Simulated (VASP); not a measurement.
Consider the following.

```
CaF2
1.0
    0.00000     2.76522     2.76522
    2.76522     0.00000     2.76522
    2.76522     2.76522     0.00000
Ca F
1 2
Direct
  0.00000   0.00000   0.00000
  0.25000   0.25000   0.25000
  0.75000   0.75000   0.75000
```

Method: PBE GGA, VASP's PBE PAW potentials (set 64) (plane waves; VASP). Numerical set-up: 400 eV cut-off, 8×8×8 Γ-centred mesh, Fermi-Dirac smearing of 0.010 eV, potentials Ca_sv F.

At this cut-off the stress carries a Pulay error, which pulls relaxed volumes low.

**Question.** Estimate the energy per atom (σ→0), pressure, band gap (on the k-mesh) with the smallest direct gap where there is one.

**Answer.** 
```
Property                                      Value
-----------------------------------  --------------
band gap (on the k-mesh)                    7.09 eV
smallest direct gap (on the k-mesh)         7.34 eV
energy per atom (σ→0)                -5.795 eV/atom
pressure                                  -8.84 GPa
```

Total energies compare only between runs with the same potentials, cut-off and functional.

The structure is a typed CaF2 crystal (Fm-3m). The cell was not relaxed at this level.
